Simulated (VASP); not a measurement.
For cubic RbBr (rock salt), LDA (Ceperley-Alder, Perdew-Zunger), VASP's LDA PAW potentials (set 64) (VASP) gives ε∞ = 2.73, a static ε₀ = 4.82 and a transverse optical mode at 100 cm⁻¹.

Q: Estimate the longitudinal optical frequency at Γ.

A: By the Lyddane-Sachs-Teller relation, ω_LO = ω_TO √(ε₀/ε∞) = 100 × √(4.82/2.73) = 133 cm⁻¹.

Measured: ε∞ 2.34 at 297 K (computed value off by +16.5 %), as given by H. H. Li, Journal of Physical and Chemical Reference Data (1976), doi:10.1063/1.555536 [long-wavelength limit of the electronic terms of a dispersion formula fitted to measured refractive indices over 0.21-50.0 um; lattice terms left out].

The compound is RbBr in the rock salt structure. It was relaxed first, which changed the volume by -9 %.
